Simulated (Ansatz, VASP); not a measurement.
# Sn in two plane-wave programs, part 2 of 2

One calculation is typed for both programs; each brings its own data sets. How far apart do they land? The cell is taken from a series of runs on this material, whose earlier steps may have relaxed, scaled, displaced or heated it; both programs get it as it stands.

VASP 6.6.1 and Ansatz 0.2.0.

So far: The structure; VASP: zone-centre phonons, LDA.

### Step 2. VASP: zone-centre phonons, LDA (continued)

Level of this step: LDA; plane waves and PAW (Sn_d) (VASP).

Numbers of over 12 decimals in the logs are rounded to 6 here.

Parts of OUTCAR (step 2):

```text
ion  position               nearest neighbor table
   1  0.502  0.502  0.498-   2 2.80   2 2.80   2 2.82   2 2.82
   2  0.748  0.748  0.752-   1 2.80   1 2.80   1 2.82   1 2.82

  LATTYP: Found a body centered orthorhombic cell.
 ALAT       =     4.5732256824
 B/A-ratio  =     1.0207264808
 C/A-ratio  =     1.4014951190

 Subroutine GETGRP returns: Found  4 space group operations
 (whereof  2 operations were pure point group operations)

The static configuration has the point symmetry C_1h.
 The point group associated with its full space group is C_2h.

   k-points           NKPTS =   1728   k-points in BZ     NKDIM =   1728   number of bands    NBANDS=     20

   dimension x,y,z NGX =    36 NGY =   36 NGZ =   36
   dimension x,y,z NGXF=    72 NGYF=   72 NGZF=   72

   ENCUT  =  500.0 eV  36.75 Ry    6.06 a.u.   8.34  8.34  8.51*2*pi/ulx,y,z

   NELECT =      28.0000    total number of electrons

 k-points in reciprocal lattice and weights: Points of the shifted mesh
   0.04166667  0.04166667  0.04166667       0.001
   0.04166667  0.04166667  0.12500000       0.001
   0.04166667  0.04166667  0.20833333       0.001
   0.04166667  0.04166667  0.29166667       0.001
   0.04166667  0.04166667  0.37500000       0.001
   0.04166667  0.04166667  0.45833333       0.001
   0.04166667  0.04166667  0.54166667       0.001
   0.04166667  0.04166667  0.62500000       0.001
   0.04166667  0.04166667  0.70833333       0.001
[...]
0.95833333  0.95833333  0.87500000       0.001
   0.95833333  0.95833333  0.95833333       0.001

 average (electrostatic) potential at core
       1-101.4067       2-101.4067

  Total       -0.2610916     -0.2610916      0.0055125     -0.2731297     -0.0091212     -0.0091212
  in kB       -6.1145519     -6.1145519      0.1290980     -6.3964735     -0.2136106     -0.2136108
  external PRESSURE =      -4.0333353 kB  Pullay stress =       0.0000000 kB

  energy-cutoff  :      500.00
  volume of cell :       68.41
      direct lattice vectors                 reciprocal lattice vectors
     0.033512221  3.267271113  3.204676736    -0.154618825  0.154618825  0.156021977
     3.267271113  0.033512221  3.204676736     0.154618825 -0.154618825  0.156021977
     3.300783334  3.300783334  0.000000000     0.151479194  0.151479194 -0.156021977

 POSITION                                       TOTAL-FORCE (eV/Angst)
 -----------------------------------------------------------------------------------
      3.30060      3.30060      3.21559        -0.001110     -0.001110     -0.002503
      4.95136      4.95136      4.79611         0.001110      0.001110      0.002503
 -----------------------------------------------------------------------------------
    total drift:                               -0.000000     -0.000000      0.000000

 Eigenvectors and eigenvalues of the dynamical matrix
 ----------------------------------------------------

   1 f  =    5.621286 THz    35.319583 2PiTHz  187.505924 cm-1    23.247761 meV
             X         Y         Z           dx          dy          dz
      3.300600  3.300600  3.215586     0.500000   -0.500000    0.000000
      4.951358  4.951358  4.796106    -0.500000    0.500000   -0.000000

   2 f  =    5.561271 THz    34.942495 2PiTHz  185.504024 cm-1    22.999557 meV
             X         Y         Z           dx          dy          dz
      3.300600  3.300600  3.215586     0.366567    0.366567    0.480893
      4.951358  4.951358  4.796106    -0.366567   -0.366567   -0.480893

   3 f  =    5.464142 THz    34.332217 2PiTHz  182.264159 cm-1    22.597866 meV
             X         Y         Z           dx          dy          dz
      3.300600  3.300600  3.215586     0.340042    0.340042   -0.518404
      4.951358  4.951358  4.796106    -0.340042   -0.340042    0.518404

   4 f  =    0.000000 THz     0.000001 2PiTHz    0.000004 cm-1     0.000000 meV
             X         Y         Z           dx          dy          dz
      3.300600  3.300600  3.215586     0.018831    0.233297    0.667247
      4.951358  4.951358  4.796106     0.018831    0.233297    0.667247

   5 f  =    0.000000 THz     0.000000 2PiTHz    0.000001 cm-1     0.000000 meV
             X         Y         Z           dx          dy          dz
      3.300600  3.300600  3.215586    -0.674554   -0.193541    0.086707
      4.951358  4.951358  4.796106    -0.674554   -0.193541    0.086707

   6 f/i=    0.000000 THz     0.000000 2PiTHz    0.000001 cm-1     0.000000 meV
             X         Y         Z           dx          dy          dz
      3.300600  3.300600  3.215586     0.211238   -0.638838    0.217403
      4.951358  4.951358  4.796106     0.211238   -0.638838    0.217403

 ELASTIC MODULI CONTR FROM IONIC RELAXATION (kBar)
 Direction    XX          YY          ZZ          XY          YZ          ZX
 --------------------------------------------------------------------------------
 XX          -0.4499     -0.4244     -0.2523      6.5905     -7.4171     -2.1118
 YY          -0.4244     -0.4499     -0.2523      7.1030     -4.9935     -5.0496
 ZZ          -0.2523     -0.2523     -0.3736      9.4601     -0.4418      1.4508
 XY           6.5905      7.1030      9.4601   -245.4849     -2.9878      0.5953
 YZ          -7.4171     -4.9935     -0.4418     -2.9878   -246.3838     40.2180
 ZX          -2.1118     -5.0496      1.4508      0.5953     40.2180   -252.6678
 --------------------------------------------------------------------------------
```

Energies printed during the response cycles are not total energies of the cell.

### Step 3. Ansatz: zone-centre phonons, LDA

Ansatz runs on its PAW soft_1 files.

The same cell, functional (in two slightly different forms), mesh and smearing now go to Ansatz, which takes its cutoff from its data sets.

File input.yaml:

```yaml
crystal:
  lattice:
    - [0.0335122208, 3.2672711127, 3.2046767359]
    - [3.2672711127, 0.0335122208, 3.2046767359]
    - [3.3007833335, 3.3007833335, 0.0]
  atoms:
    - { symbol: Sn, position: [0.5017020898, 0.5017020898, 0.4982423408] }
    - { symbol: Sn, position: [0.7482979102, 0.7482979102, 0.7517576592] }
kpoints:
  mp_grid: { grid: [12, 12, 12], shift: [0.5, 0.5, 0.5] }
hamiltonian:
  xc: lda
  pseudopotentials: { kind: paw, azcp: { folder: soft_1 }, xc_functional: pbe }
scf:
  occupations: { method: gaussian, width: 0.015 }
output:
  eigenvalues: true
phonons:
  method: dfpt
```

Launch:

```bash
$ ansatz run input.yaml --threads 4 --pin off --max-ram 10240MiB --backend cpu --events-out ev --progress --plain --runs-dir out
```

What it wrote:

```text
Engine: ansatz 0.2.0, aarch64-unknown-linux-gnu
Pseudopotentials: kind: paw
Pseudopotential: Sn, paw, valence charge 14, recommended cutoff 420 eV (normal), soft_1/Sn.paw.azcp
Functional definition: SPW92
  exchange = slater_x
  correlation = pw_c
Crystal: 2 atoms, lattice volume = 68.413 Å³
Basis set: ecut = 420 eV, 1355 PW (Γ), exchange–correlation on 64×64×64 points (8 copies of the dense FFT grid, shifted against one another)
Bands: 18, of which v1, the nominal top of the filled ones, is band 14 counted from 1 (13 counted from 0)
Symmetry: 4 space group operations
k-points: 864 of 1728 (irreducible under 1 space group operation, time reversal used)
Non-local potential: Sn, projectors of the file, l = 0: 2, l = 1: 2, l = 2: 2, l = 3: 1
PAW form: soft (Blöchl's): semilocal exchange-correlation on the pseudo side does not see the compensation charge
PAW frozen core: Sn, regenerated for the run's functional, and the local potential with it (the file was generated under x = pbe(κ = 0.804, μ = 0.219515), c = pbe(β = 0.066725))
PAW one-centre angular grid: Sn, 590 points (default); XC on 64 Gauss nodes
Initial density: superposition of atomic densities (chi_scale 0.1, normalization cell)
Initial wavefunctions: pseudopotential atomic-orbital guess
Functional: x = slater, c = lda
SCF iter   1: F=—  HF=-11759.273263 eV  |F-HF|=—  |Δ(HF+E_count)|=         —  Δρ=2.24e-2  dr2=3.86e-1  ethr=3.10e-3  ⟨swp⟩=6.0  Hψ=84380  notcnv=0
preconditioner: auto → none  [insulator: Δε(μ)=0.020 eV  Ē_g=19.929 eV  σ=0.015 eV  W_gap=0.66  n_scr=14 (ndim 8)  ℏωp=23.8 eV  f_vac=0.005  D(μ)=0.11/eV (n_scr^D=0)  ε∞_Penn≈2.4]
SCF iter   2: F=—  HF=-11759.158560 eV  |F-HF|=—  |Δ(HF+E_count)|=   1.15e-1  Δρ=9.32e-3  dr2=6.21e-2  ethr=1.38e-3  ⟨swp⟩=2.0  Hψ=25906  notcnv=0
SCF iter   3: F=—  HF=-11759.144019 eV  |F-HF|=—  |Δ(HF+E_count)|=   1.45e-2  Δρ=1.01e-3  dr2=4.81e-4  ethr=2.22e-4  ⟨swp⟩=2.0  Hψ=22475  notcnv=0
SCF iter   4: F=—  HF=-11759.144138 eV  |F-HF|=—  |Δ(HF+E_count)|=   1.19e-4  Δρ=4.59e-4  dr2=5.55e-5  ethr=1.72e-6  ⟨swp⟩=2.0  Hψ=31012  notcnv=0
SCF iter   5: F=—  HF=-11759.144131 eV  |F-HF|=—  |Δ(HF+E_count)|=   6.86e-6  Δρ=1.48e-4  dr2=5.66e-6  ethr=1.98e-7  ⟨swp⟩=3.0  Hψ=27833  notcnv=0
SCF iter   6: F=—  HF=-11759.144130 eV  |F-HF|=—  |Δ(HF+E_count)|=   6.64e-7  Δρ=3.09e-5  dr2=3.77e-7  ethr=2.02e-8  ⟨swp⟩=2.0  Hψ=26861  notcnv=0
SCF iter   7: F=—  HF=-11759.144131 eV  |F-HF|=—  |Δ(HF+E_count)|=   2.72e-7  Δρ=9.41e-6  dr2=4.52e-8  ethr=1.35e-9  ⟨swp⟩=1.6  Hψ=21745  notcnv=0
SCF iter   8: F=—  HF=-11759.144131 eV  |F-HF|=—  |Δ(HF+E_count)|=   1.81e-8  Δρ=5.14e-7  dr2=1.64e-10  ethr=1.61e-10  ⟨swp⟩=2.6  Hψ=27140  notcnv=0
SCF iter   9: F=—  HF=-11759.144131 eV  |F-HF|=—  |Δ(HF+E_count)|=  3.27e-11  Δρ=1.54e-7  dr2=2.55e-11  ethr=1.00e-12  ⟨swp⟩=7.4  Hψ=76744  notcnv=0
SCF iter  10: F=-11759.144131 eV  HF=-11759.144131 eV  |F-HF|=3.64e-12  |Δ(HF+E_count)|=  1.27e-11  Δρ=2.73e-8  dr2=4.76e-13  ethr=1.00e-12  ⟨swp⟩=6.4  Hψ=70710  notcnv=0
SCF 1 converged in 10 iterations: F = -11759.144131 eV  dr2 = 4.76e-13
  greatest PAW one-centre occupation: 0.992 electrons in one spin orbital (limit 2), on the Sn atom at site 1 (counted from 0), in its partial waves of l = 2
DFPT response loops at Γ: preconditioner auto → Kerker (q_TF=auto, 2.351 Å⁻¹) (partly filled bands, converged f_vac=0.084); β = 1.00, the filter's whole step (`scf.mixing.beta` (0.50) is not read by the response loops under this deck's `scf.mixing.preconditioner`; to damp them name `kerker` or `kerker_dos`, under which they read `scf.mixing.beta`, and type it under 1.00, their step now; both keys bind the ground state too); Broyden in place of MSR1
SCF converged after 10 iterations
Free energy (F): -11759.144131 eV
Harris-Foulkes:  -11759.144131 eV  (|F-HF|=3.64e-12)
Internal energy: -11759.144097 eV  (E = F + TS)
E sigma→0 (E₀):  -11759.144114 eV
Entropy (-TS):   -0.000034 eV (-0.017 meV/atom)
Fermi energy:    7.551539 eV
--- Per-component energies (eV) ---
  E_band       = -255.001931
  E_kinetic    = 339.044094
  E_local      = -2630.807253  (includes V_loc(G=0)·N_el)
  E_nonlocal   = 298.964144
  E_hartree    = 1276.039373
  E_xc         = -249.955139
  E_vxc        = -162.238902  (∫ρ·V_xc dr)
  E_paw        = -8451.326942  (= ΣΔE_a)
  E_vpaw       = -652.043318  (= ΣTr[D̂ρ^β])
  E_aug_tail   = 0.000545  (compensation charges beyond the density's cutoff)
  E_ewald      = -2341.952703
  E_core_change = 0.849782  (= ΣΔE_core)
  E_smearing   = -0.000034  (= −TS)
  E_closure    = 0.000000  (closes the sum)
  Σ components = -11759.144131   (vs F -11759.144131, Δ=0.00e0)
--- Band table (eV; the first three rows and the last of 864) ---
  k-point 0: bands = [... 10 lower, -3.1067, 6.3700, 7.5723, 7.6213, 7.7782, 9.6801, 9.7242, 9.8242]
  k-point 1: bands = [... 10 lower, -3.0204, 5.5165, 7.2285, 7.5451, 8.1945, 9.9172, 9.9465, 10.1498]
  k-point 2: bands = [... 10 lower, -2.8058, 4.3453, 6.8374, 7.2636, 8.2331, 10.2434, 10.4298, 10.9888]
  k-point 863: bands = [... 10 lower, -1.4642, 1.2057, 6.0907, 6.4098, 7.5469, 10.6435, 10.8358, 13.1168]
--- Phonons (Γ-DFPT): 2 representative perturbations + reference, on 864 of 1728 k-points (Σ response iterations 6) ---
  k mesh reduced under 1 symmetry operation, with k and −k counted as one. Each operation leaves every solved perturbation unchanged. A smaller set is not used because it would not reduce the number of displacements times k-points to solve
  ASR residual: 1.168e-5 → 0.000e0 eV/Å²; symmetrization residual: 9.033e-7 eV/Å²
  ASR residual per site (eV/Å²): 1.17e-5 1.17e-5
  Γ frequencies (cm⁻¹): 0.00 0.00 0.00 177.06 184.08 185.83
  non-analytic LO–TO correction: not included (Born effective charges unavailable; polar crystals: no LO–TO splitting at Γ)
```

### Step 4. Side by side

Known differences besides the potentials themselves: the two LDA forms differ slightly; the cutoff is 420 eV in Ansatz and 500 eV in VASP; VASP's log shows a relativistic correction to its local exchange, Ansatz's none. Total energies have different zeros and are not compared.

Compared:

| quantity | Ansatz | VASP | difference |
| --- | --- | --- | --- |
| optical mode 1 (cm⁻¹) | 177.1 | 182.3 | -2.86 % |
| optical mode 2 (cm⁻¹) | 184.1 | 185.5 | -0.77 % |
| optical mode 3 (cm⁻¹) | 185.8 | 187.5 | -0.89 % |

Modes are paired by rising frequency, not by their patterns, so a pair may set unlike modes beside each other; they are those without the splitting of longitudinal modes.

### Step 5. What came out

- r.m.s. difference of the optical zone-centre modes, each program's sorted by frequency (zone-centre phonons, LDA): 3.3 cm⁻¹
- difference in optical mode 1 (zone-centre phonons, LDA): -2.9 %

The r.m.s. difference of the optical zone-centre modes, each program's sorted by frequency is 3.3 cm⁻¹ (zone-centre phonons, LDA). Among the rows given in per cent, the largest difference of the zone-centre phonons, LDA pair is in optical mode 1, -2.9 %. How closely two codes agree says nothing of how well the functional describes the real material.

[Lines on the potential files, build, host, timing and source positions are cut from VASP's logs without a mark.]

[Logs are printed without paths, hosts, clocks, repeated set-up lines and the standing remarks that a program may print on its own settings, such as how far it seeks lower states.]

[Hosts, paths, dates, database ids (printed as entryN), source tags and the programs' standing remarks are cut or masked in the printed files.]
